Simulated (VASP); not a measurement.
# Lattice vibrations of Tl (Thallium)

Aim: the phonon dispersion and thermal properties of Tl (Thallium). The start is a cell from a database of measured crystal structures.

Calculated with VASP 6.6.1; LDA; plane waves and PAW (Tl).

### Step 1. The starting structure

The structure is hexagonal, space group P6_3/mmc (No. 194). Conventional cell: a = 3.456 Å, b = 3.456 Å, c = 5.525 Å, α = 90.00°, β = 90.00°, γ = 120.00°. Tl has 12 Tl at 3.41 to 3.46 Å nearest.

As a file:

```cif
data_structure
_symmetry_space_group_name_H-M 'P6_3/mmc'
_symmetry_Int_Tables_number 194
_cell_length_a 3.4560
_cell_length_b 3.4560
_cell_length_c 5.5250
_cell_angle_alpha 90.000
_cell_angle_beta 90.000
_cell_angle_gamma 120.000
_cell_volume 57.15
loop_
_atom_site_label
_atom_site_type_symbol
_atom_site_symmetry_multiplicity
_atom_site_Wyckoff_symbol
_atom_site_fract_x
_atom_site_fract_y
_atom_site_fract_z
_atom_site_occupancy
Tl1 Tl 2 c 0.66667 0.33333 0.75000 1
```

### Step 2. Relax the host

Cell and atoms are relaxed first, so that later runs start from this functional's own cell.

INCAR

```
SYSTEM = Tl
PREC = Accurate
ENCUT = 350
EDIFF = 1E-06
NELM = 120
ISMEAR = 1
SIGMA = 0.15
LREAL = .FALSE.
ALGO = Normal
GGA = CA
NBANDS = 9
LORBIT = 11
LWAVE = .FALSE.
LCHARG = .FALSE.
KPAR = 4
LASPH = .TRUE.
IBRION = 2
NSW = 40
ISIF = 3
EDIFFG = -0.02
POTIM = 0.4
```

POSCAR

```
Tl
1.0
    3.4560000000      0.0000000000      0.0000000000
   -1.7280000000      2.9929837955      0.0000000000
    0.0000000000      0.0000000000      5.5250000000
Tl
2
Direct
    0.6666666667      0.3333333333      0.7500000000
    0.3333333333      0.6666666667      0.2500000000
```

KPOINTS

```
Automatic mesh
0
Gamma
11 11 6
0 0 0
```

PAW data sets: Tl (LDA family, release 64).

Command:

```sh
mpirun -np 4 vasp_std
```

Log:

```text
[banner, memory and clock lines left out]
running    4 mpi-ranks, on    1 nodes
 distrk:  each k-point on    1 cores,    4 groups
 distr:  one band on    1 cores,    1 groups

 POSCAR found type information on POSCAR Tl
 POSCAR found :  1 types and       2 ions
 LDA part: xc-table for (Slater(with rela. corr.)+CA(PZ))
 , standard interpolation
 POSCAR, INCAR and KPOINTS ok, starting setup
 FFT: planning ... GRIDC
 FFT: planning ... GRID_SOFT
 FFT: planning ... GRID
 WAVECAR not read
 entering main loop
       N       E                     dE             d eps       ncg     rms          rms(c)
DAV:   1     0.165552064688E+02    0.16555E+02   -0.14666E+03  1152   0.350E+02
DAV:   2    -0.499646314375E+01   -0.21552E+02   -0.21102E+02  1596   0.610E+01
DAV:   3    -0.592979520177E+01   -0.93333E+00   -0.92871E+00  1516   0.154E+01
DAV:   4    -0.593762261485E+01   -0.78274E-02   -0.78251E-02  1435   0.162E+00
DAV:   5    -0.593773944170E+01   -0.11683E-03   -0.11683E-03  1447   0.182E-01    0.786E-01
DAV:   6    -0.591416217615E+01    0.23577E-01   -0.31172E-03  1300   0.228E-01    0.472E-01
DAV:   7    -0.589953610812E+01    0.14626E-01   -0.83952E-03  1201   0.368E-01    0.298E-02
DAV:   8    -0.589965505613E+01   -0.11895E-03   -0.18508E-04  1516   0.761E-02    0.718E-03
DAV:   9    -0.589965472196E+01    0.33418E-06   -0.43411E-06  1291   0.103E-02
   1 F= -.58996547E+01 E0= -.58986946E+01  d E =-.589965E+01
 curvature:   0.00 expect dE= 0.000E+00 dE for cont linesearch  0.000E+00
 trial: gam= 0.00000 g(F)=  0.109E-48 g(S)=  0.218E-01 ort = 0.000E+00 (trialstep = 0.100E+01)
 search vector abs. value=  0.218E-01
 bond charge predicted
       N       E                     dE             d eps       ncg     rms          rms(c)
DAV:   1    -0.591817840091E+01   -0.18523E-01   -0.20982E-01  1271   0.182E+00    0.240E-01
DAV:   2    -0.591517284315E+01    0.30056E-02   -0.29308E-03  1327   0.303E-01    0.141E-01
DAV:   3    -0.591335969717E+01    0.18131E-02   -0.27366E-03  1222   0.199E-01    0.117E-02
DAV:   4    -0.591337392098E+01   -0.14224E-04   -0.34106E-05  1392   0.360E-02    0.104E-02
DAV:   5    -0.591338758531E+01   -0.13664E-04   -0.58175E-06  1223   0.112E-02    0.829E-04
DAV:   6    -0.591338757032E+01    0.14991E-07   -0.11226E-07   648   0.201E-03
   2 F= -.59133876E+01 E0= -.59125765E+01  d E =-.137328E-01
[...]
3 F= -.59140884E+01 E0= -.59133331E+01  d E =-.144337E-01
[...]
4 F= -.59140881E+01 E0= -.59133382E+01  d E =-.144334E-01
[...]
5 F= -.59144865E+01 E0= -.59139316E+01  d E =-.398345E-03
 trial-energy change:   -0.000398  1 .order   -0.000397   -0.000459   -0.000334
 step:   3.8783(harm=  3.8783)  dis= 0.00000  next Energy=    -5.914930 (dE=-0.842E-03)
 bond charge predicted
       N       E                     dE             d eps       ncg     rms          rms(c)
DAV:   1    -0.591506409908E+01   -0.57767E-03   -0.52202E-02  1360   0.119E+00    0.707E-02
DAV:   2    -0.591493832050E+01    0.12578E-03   -0.70162E-04  1193   0.155E-01    0.439E-02
DAV:   3    -0.591481775432E+01    0.12057E-03   -0.17655E-04  1266   0.497E-02    0.261E-03
DAV:   4    -0.591481812778E+01   -0.37346E-06   -0.67268E-06  1246   0.140E-02
   6 F= -.59148181E+01 E0= -.59147000E+01  d E =-.729990E-03
 curvature:  -2.00 expect dE=-0.101E-03 dE for cont linesearch -0.463E-04
 trial: gam= 0.00000 g(F)=  0.130E-48 g(S)=  0.504E-04 ort =-0.102E-03 (trialstep = 0.162E+01)
 search vector abs. value=  0.504E-04
 reached required accuracy - stopping structural energy minimisation
```

Elapsed: 23 s, on 4 MPI ranks of Intel Xeon Platinum 8259CL at 2.50GHz (Skylake/Cascade Lake), shared host; peak memory 0.58 GiB.

The logs omit lines about the potential files and the build; timing stands in the text.

Parts of OUTCAR (step 2):

```text
ion  position               nearest neighbor table
   1  0.667  0.333  0.750-   2 3.41   2 3.41   2 3.41   2 3.41   2 3.41   2 3.41
   2  0.333  0.667  0.250-   1 3.41   1 3.41   1 3.41   1 3.41   1 3.41   1 3.41

  LATTYP: Found a hexagonal cell.
 ALAT       =     3.4560000000
 C/A-ratio  =     1.5986689815

 Subroutine GETGRP returns: Found 24 space group operations
 (whereof 12 operations were pure point group operations)

The static configuration has the point symmetry D_3d.
 The point group associated with its full space group is D_6h.

 Found     64 irreducible k-points:

   k-points           NKPTS =     64   k-points in BZ     NKDIM =     64   number of bands    NBANDS=      9

   dimension x,y,z NGX =    24 NGY =   24 NGZ =   36
   dimension x,y,z NGXF=    48 NGYF=   48 NGZF=   72

   ENCUT  =  350.0 eV  25.72 Ry    5.07 a.u.   5.27  5.27  8.43*2*pi/ulx,y,z

   NELECT =       6.0000    total number of electrons

 k-points in reciprocal lattice and weights: Automatic mesh
   0.00000000  0.00000000  0.00000000       0.001
   0.09090909  0.00000000  0.00000000       0.008
   0.18181818  0.00000000  0.00000000       0.008
   0.27272727  0.00000000  0.00000000       0.008
   0.36363636  0.00000000  0.00000000       0.008
   0.45454545  0.00000000  0.00000000       0.008
   0.09090909  0.09090909  0.00000000       0.008
   0.18181818  0.09090909  0.00000000       0.017
   0.27272727  0.09090909  0.00000000       0.017
[...]
0.27272727  0.27272727  0.50000000       0.008
   0.36363636  0.27272727  0.50000000       0.008

 average (electrostatic) potential at core
       1 -40.9762       2 -40.9762

 E-fermi :   4.8394

 k-point     1 :       0.0000    0.0000    0.0000
  band No.  band energies     occupation
      1      -5.5302      2.00000
      2      -0.5461      2.00000
      3       1.7354      2.00000
      4      13.2084      0.00000
      5      13.2084      0.00000
      6      14.4901      0.00000
      7      14.4901      0.00000
      8      14.6977      0.00000
    ...

 k-point     2 :       0.0909    0.0000    0.0000
  band No.  band energies     occupation
      1      -5.3663      2.00000
      2      -0.4214      2.00000
      3       1.9461      2.00000
      4      11.4127      0.00000
      5      12.4232      0.00000
      6      13.6069      0.00000
      7      15.2261      0.00000
      8      15.3424      0.00000
    ...

 k-point     3 :       0.1818    0.0000    0.0000
  band No.  band energies     occupation
      1      -4.8715      2.00000
      2      -0.0472      2.00000
      3       2.5617      2.00000
      4       8.8020      0.00000
      5      11.2645      0.00000
      6      12.3385      0.00000
      7      13.6235      0.00000
      8      13.8935      0.00000
    ...

  Total        0.0361287      0.0361287     -0.0014540      0.0000000      0.0000000     -0.0000000
  in kB        1.0628408      1.0628408     -0.0427733      0.0000000      0.0000000     -0.0000000
  external PRESSURE =       0.6943028 kB  Pullay stress =       0.0000000 kB

  energy-cutoff  :      350.00
  volume of cell :       54.46
      direct lattice vectors                 reciprocal lattice vectors
     3.383684197  0.000000000  0.000000000     0.295535854  0.170627705 -0.000000000
    -1.691842099  2.930356473  0.000000000     0.000000000  0.341255410 -0.000000000
     0.000000000  0.000000000  5.492685927     0.000000000 -0.000000000  0.182060291

 POSITION                                       TOTAL-FORCE (eV/Angst)
 -----------------------------------------------------------------------------------
      1.69184      0.97679      4.11951        -0.000000      0.000000      0.000000
     -0.00000      1.95357      1.37317         0.000000     -0.000000      0.000000
 -----------------------------------------------------------------------------------
    total drift:                               -0.000000      0.000000     -0.000000

  FREE ENERGIE OF THE ION-ELECTRON SYSTEM (eV)
  ---------------------------------------------------
  free  energy   TOTEN  =        -5.9148181278 eV

  energy  without entropy=       -5.9144636089  energy(sigma->0) =       -5.91469995

 reached required accuracy - stopping structural energy minimisation

 total charge
# of ion       s       p       d       tot
------------------------------------------
    1        1.642   0.964   0.081   2.687
    2        1.642   0.964   0.081   2.687
--------------------------------------------------
tot          3.283   1.928   0.163   5.375

[... 3 further parts left out ...]
```

The k-mesh is coarse for a metal. The data set Tl keeps the semicore shell frozen, which is cheaper and a little less accurate. The run keeps the 24 symmetry operations of its start, so it cannot find a distortion of lower symmetry.

Relaxation path:

| step | energy less that of the first step (eV) | largest force (eV/Å) | pressure (GPa) | volume (Å³) |
| --- | --- | --- | --- | --- |
| 1 | 0.0000 | 0.0000 | -1.72 | 57.15 |
| 2 | -0.0137 | 0.0000 | -0.40 | 55.14 |
| 3 | -0.0144 | 0.0000 | -0.01 | 54.62 |
| 4 | -0.0144 | 0.0000 | 0.03 | 54.57 |
| 5 | -0.0148 | 0.0000 | 0.04 | 54.54 |
| 6 | -0.0152 | 0.0000 | 0.07 | 54.46 |

| conventional cell, symmetrised | before | after | change |
| --- | --- | --- | --- |
| a (Å) | 3.456 | 3.384 | -2.1 % |
| b (Å) | 3.456 | 3.384 | -2.1 % |
| c (Å) | 5.525 | 5.493 | -0.6 % |
| volume (Å³/atom) | 28.57 | 27.23 | -4.7 % |

The relaxed structure:

```cif
data_structure
_symmetry_space_group_name_H-M 'P 1'
_symmetry_Int_Tables_number 1
_cell_length_a 3.3837
_cell_length_b 3.3837
_cell_length_c 5.4927
_cell_angle_alpha 90.000
_cell_angle_beta 90.000
_cell_angle_gamma 120.000
_cell_volume 54.46
loop_
_atom_site_label
_atom_site_type_symbol
_atom_site_fract_x
_atom_site_fract_y
_atom_site_fract_z
_atom_site_occupancy
Tl1 Tl 0.66667 0.33333 0.75000 1
Tl2 Tl 0.33333 0.66667 0.25000 1
```

This step gave:

- electronic cycles: 31
- electrons: 6
- free energy (TOTEN): -5.915 eV
- energy at zero smearing: -5.915 eV
- Fermi energy: 4.839 eV
- pressure: 0.06943 GPa
- labelled metallic, from the levels on this mesh: yes

The run ended after 6 ionic steps, 0.015 eV below its first step, once forces and stress met EDIFFG = -0.02.

### Step 3. Tight relaxation

Force constants are second derivatives, so residual forces and stress must first be far smaller than in an ordinary relaxation. Smearing differs from the relaxation before, which can move the cell too.

INCAR

```
SYSTEM = Tl
PREC = Accurate
ENCUT = 350
EDIFF = 1E-08
NELM = 120
ISMEAR = 1
SIGMA = 0.2
LREAL = .FALSE.
ALGO = Fast
GGA = CA
NBANDS = 9
LORBIT = 11
LWAVE = .FALSE.
LCHARG = .FALSE.
KPAR = 4
LASPH = .TRUE.
IBRION = 1
NSW = 30
ISIF = 3
EDIFFG = -0.002
POTIM = 0.4
```

POSCAR

```
Tl
1.0
    3.3836841971      0.0000000000      0.0000000000
   -1.6918420986      2.9303564731      0.0000000000
    0.0000000000      0.0000000000      5.4926859272
Tl
2
Direct
    0.6666666667      0.3333333333      0.7500000000
    0.3333333333      0.6666666667      0.2500000000
```

KPOINTS is that of step 2.

Command:

```sh
mpirun -np 4 vasp_std
```

Log:

```text
[... set-up lines as in an earlier step ...]
 entering main loop
       N       E                     dE             d eps       ncg     rms          rms(c)
DAV:   1     0.160760655628E+02    0.16076E+02   -0.15178E+03  1152   0.359E+02
DAV:   2    -0.516862538267E+01   -0.21245E+02   -0.20853E+02  1623   0.620E+01
DAV:   3    -0.595386087174E+01   -0.78524E+00   -0.78222E+00  1451   0.146E+01
DAV:   4    -0.596052377162E+01   -0.66629E-02   -0.66624E-02  1389   0.158E+00
DAV:   5    -0.596063008706E+01   -0.10632E-03   -0.10632E-03  1422   0.178E-01    0.849E-01
RMM:   6    -0.593221789720E+01    0.28412E-01   -0.23533E-03  1152   0.240E-01    0.514E-01
RMM:   7    -0.591480203624E+01    0.17416E-01   -0.92003E-03  1152   0.469E-01    0.335E-02
RMM:   8    -0.591502297064E+01   -0.22093E-03   -0.96052E-04  1224   0.192E-01    0.201E-02
RMM:   9    -0.591503203315E+01   -0.90625E-05   -0.73248E-05  1161   0.507E-02    0.641E-03
RMM:  10    -0.591503611804E+01   -0.40849E-05   -0.22169E-05  1225   0.286E-02    0.553E-03
RMM:  11    -0.591503564550E+01    0.47254E-06   -0.12145E-06  1155   0.732E-03    0.281E-03
RMM:  12    -0.591503557850E+01    0.67004E-07   -0.31726E-07  1150   0.351E-03    0.833E-04
RMM:  13    -0.591503555752E+01    0.20973E-07   -0.72340E-08  1108   0.176E-03    0.579E-05
RMM:  14    -0.591503555975E+01   -0.22240E-08   -0.20077E-08   838   0.877E-04
   1 F= -.59150356E+01 E0= -.59146285E+01  d E =-.591504E+01
 BRION: g(F)=  0.330E-50 g(S)=  0.132E-03
 bond charge predicted
       N       E                     dE             d eps       ncg     rms          rms(c)
DAV:   1    -0.591515116325E+01   -0.11561E-03   -0.16996E-03  1468   0.207E-01    0.152E-02
RMM:   2    -0.591514363163E+01    0.75316E-05   -0.29252E-05  1152   0.336E-02    0.933E-03
RMM:   3    -0.591513730308E+01    0.63285E-05   -0.79211E-06  1152   0.161E-02    0.312E-04
RMM:   4    -0.591513744061E+01   -0.13753E-06   -0.11457E-06  1161   0.709E-03    0.226E-04
RMM:   5    -0.591513748063E+01   -0.40015E-07   -0.30583E-07  1183   0.350E-03    0.157E-04
RMM:   6    -0.591513748771E+01   -0.70791E-08   -0.51988E-08  1076   0.151E-03
   2 F= -.59151375E+01 E0= -.59146535E+01  d E =-.101928E-03
[...]
3 F= -.59151943E+01 E0= -.59146248E+01  d E =-.567867E-04
 BRION: g(F)=  0.825E-50 g(S)=  0.118E-04 retain N=  2 mean eig= 2.89
 eig:   2.894  2.894
 bond charge predicted
       N       E                     dE             d eps       ncg     rms          rms(c)
DAV:   1    -0.591522297216E+01   -0.28701E-04   -0.18347E-03  1349   0.224E-01    0.136E-02
RMM:   2    -0.591521782374E+01    0.51484E-05   -0.19402E-05  1152   0.283E-02    0.825E-03
RMM:   3    -0.591521371237E+01    0.41114E-05   -0.40805E-06  1152   0.123E-02    0.306E-04
RMM:   4    -0.591521377725E+01   -0.64884E-07   -0.65369E-07  1153   0.562E-03    0.167E-04
RMM:   5    -0.591521379165E+01   -0.14391E-07   -0.13930E-07  1161   0.271E-03    0.732E-05
RMM:   6    -0.591521379491E+01   -0.32609E-08   -0.30420E-08   952   0.126E-03
   4 F= -.59152138E+01 E0= -.59145554E+01  d E =-.195205E-04
 BRION: g(F)=  0.273E-49 g(S)=  0.146E-07 retain N=  1 mean eig= 3.24
 eig:   3.239
 reached required accuracy - stopping structural energy minimisation
```

The job ended after 25 s (4 MPI ranks; peak memory 0.57 GiB; 78 s of CPU time).

OUTCAR, selected parts (step 3):

```text
  LATTYP: Found a hexagonal cell.
 ALAT       =     3.3836841971
 C/A-ratio  =     1.6232856281

 Found     64 irreducible k-points:

   ENCUT  =  350.0 eV  25.72 Ry    5.07 a.u.   5.16  5.16  8.38*2*pi/ulx,y,z

   NELECT =       6.0000    total number of electrons

 E-fermi :   4.8154

 k-point     1 :       0.0000    0.0000    0.0000
  band No.  band energies     occupation
      1      -5.5348      2.00000
      2      -0.5076      2.00000
      3       1.7435      2.00000
      4      13.1085      0.00000
      5      13.1085      0.00000
      6      14.4229      0.00000
      7      14.4229      0.00000
      8      14.6280      0.00000
    ...

 k-point     2 :       0.0909    0.0000    0.0000
  band No.  band energies     occupation
      1      -5.3719      2.00000
      2      -0.3844      2.00000
      3       1.9531      2.00000
      4      11.3281      0.00000
      5      12.3322      0.00000
      6      13.5382      0.00000
      7      15.1527      0.00000
      8      15.3100      0.00000
    ...

  Total        0.0005960      0.0005960     -0.0002104     -0.0000000      0.0000000      0.0000000
  in kB        0.0174963      0.0174963     -0.0061766     -0.0000000      0.0000000      0.0000000
  external PRESSURE =       0.0096053 kB  Pullay stress =       0.0000000 kB

  energy-cutoff  :      350.00
  volume of cell :       54.58
      direct lattice vectors                 reciprocal lattice vectors
     3.392219170 -0.000000000  0.000000000     0.294792273  0.170198398  0.000000000
    -1.696109585  2.937747976 -0.000000000     0.000000000  0.340396796  0.000000000
    -0.000000000 -0.000000000  5.476975710    -0.000000000  0.000000000  0.182582515

 POSITION                                       TOTAL-FORCE (eV/Angst)
 -----------------------------------------------------------------------------------
      1.69611      0.97925      4.10773        -0.000000     -0.000000      0.000000
     -0.00000      1.95850      1.36924         0.000000      0.000000      0.000000
 -----------------------------------------------------------------------------------
    total drift:                                0.000000     -0.000000      0.000000

  FREE ENERGIE OF THE ION-ELECTRON SYSTEM (eV)
  ---------------------------------------------------
  free  energy   TOTEN  =        -5.9152137949 eV

  energy  without entropy=       -5.9132387163  energy(sigma->0) =       -5.91455544

 total charge
# of ion       s       p       d       tot
------------------------------------------
    1        1.642   0.961   0.081   2.684
    2        1.642   0.961   0.081   2.684
--------------------------------------------------
tot          3.284   1.923   0.162   5.369

[... 6 parts as in an earlier step ...]

[... 6 further parts left out ...]
```

CONTCAR:

```
Tl
   1.00000000000000
     3.3922191699546991   -0.0000000000001456    0.0000000000000000
    -1.6961095850276018    2.9377479764130614   -0.0000000000000000
    -0.0000000000000000   -0.0000000000000000    5.4769757099652043
  Tl
     2
Direct
     0.6666666667000030    0.3333333332999970    0.7500000000000000
     0.3333333332999970    0.6666666667000030    0.2500000000000000
```

Relaxation path:

| step | energy less that of the first step (eV) | largest force (eV/Å) | pressure (GPa) | volume (Å³) |
| --- | --- | --- | --- | --- |
| 1 | 0.0000 | 0.0000 | 0.08 | 54.46 |
| 2 | -0.0001 | 0.0000 | 0.02 | 54.55 |
| 3 | -0.0002 | 0.0000 | 0.00 | 54.57 |
| 4 | -0.0002 | 0.0000 | 0.00 | 54.58 |

| conventional cell, symmetrised | before | after | change |
| --- | --- | --- | --- |
| a (Å) | 3.384 | 3.392 | +0.3 % |
| b (Å) | 3.384 | 3.392 | +0.3 % |
| c (Å) | 5.493 | 5.477 | -0.3 % |
| volume (Å³/atom) | 27.23 | 27.29 | +0.2 % |

Final coordinates:

```cif
data_structure
_symmetry_space_group_name_H-M 'P 1'
_symmetry_Int_Tables_number 1
_cell_length_a 3.3922
_cell_length_b 3.3922
_cell_length_c 5.4770
_cell_angle_alpha 90.000
_cell_angle_beta 90.000
_cell_angle_gamma 120.000
_cell_volume 54.58
loop_
_atom_site_label
_atom_site_type_symbol
_atom_site_fract_x
_atom_site_fract_y
_atom_site_fract_z
_atom_site_occupancy
Tl1 Tl 0.66667 0.33333 0.75000 1
Tl2 Tl 0.33333 0.66667 0.25000 1
```

Numbers from this step:

```
electronic cycles : 32
Fermi energy      : 4.815 eV
pressure          : 9.61e-4 GPa
```

The run ended after 4 ionic steps, 0.000 eV below its first step, once forces and stress met EDIFFG = -0.002.

(Part 1 of 3 ends here.)

[Lines on the potential files, build, host, timing and source positions are cut from VASP's logs without a mark.]

[Logs are printed without paths, hosts, clocks, repeated set-up lines and the standing remarks that a program may print on its own settings, such as how far it seeks lower states.]

[Hosts, paths, dates, database ids (printed as entryN), source tags and the programs' standing remarks are cut or masked in the printed files.]

[Runs that stopped without an error message from VASP are left out.]
